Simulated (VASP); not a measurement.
Shape and ions are relaxed at each volume.

Ti has the hexagonal space group P6₃/mmc (No. 194), the hcp (Mg type) structure, Pearson symbol hP2. Conventional cell: a = b = 2.928 Å, c = 4.633 Å, α = β = 90.00°, γ = 120.00°. Ti on 2c is coordinated by 12 Ti at 2.868–2.928 Å (anticuboctahedral). (Neighbours: up to the widest gap in distance over summed covalent radii, below 1.35, at either atom.)

Computed with MS2 meta-GGA, VASP's PBE PAW potentials (set 64) (plane waves; VASP 6.6.1). Numerical set-up: 520 eV cut-off, 14×14×8 Γ-centred mesh, first-order Methfessel-Paxton smearing of 0.10 eV, potentials Ti_sv.

Give the energy at these volumes per atom, relative to the lowest: 16.14, 16.66, 17.17, 17.69, 18.20 Å³.

27.3, 6.9, 0.0, 5.1, 20.5 meV/atom. A third-order Birch-Murnaghan fit gives B0 = 122 GPa and B0′ = 3.4.

Measured: bulk modulus 108 GPa at 0 K (computed value off by +13.1 %), as given by Vázquez-Parga, Fernández-Martínez, Viñes, J. Chem. Theory Comput. (2023), doi:10.1021/acs.jctc.3c00612, Supporting … [zero-point energy and finite temperature contributions removed].

The compound is Ti in the hcp structure. It was relaxed first.
